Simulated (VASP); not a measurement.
Crystal: C.

```
C
1.0
     0.00000    1.78581    1.78581
     1.78581    0.00000    1.78581
     1.78581    1.78581    0.00000
C
2
Direct
  0.00000 0.00000 0.00000
  0.25000 0.25000 0.25000
```

This isn't the form of C at room conditions, which is graphite.

Base run:

```yaml
Program: VASP 6.6.1
Functional: PBE
Potentials_or_basis: VASP PAW PBE potentials, release 64 (C)
Cutoff: 520 eV
k_mesh: 14 × 14 × 14
Occupations: gaussian, width 0.03 eV
Spin: no spin polarisation
```

Its results: band gap on the k mesh 4.12 eV, indirect (least direct gap 5.58 eV).

Problem. The run is repeated on the same cell with these changes: functional from PBE to TB-mBJ. What comes out?

Solution. Band gap on the k mesh 4.94 eV, indirect (least direct gap 6.61 eV).
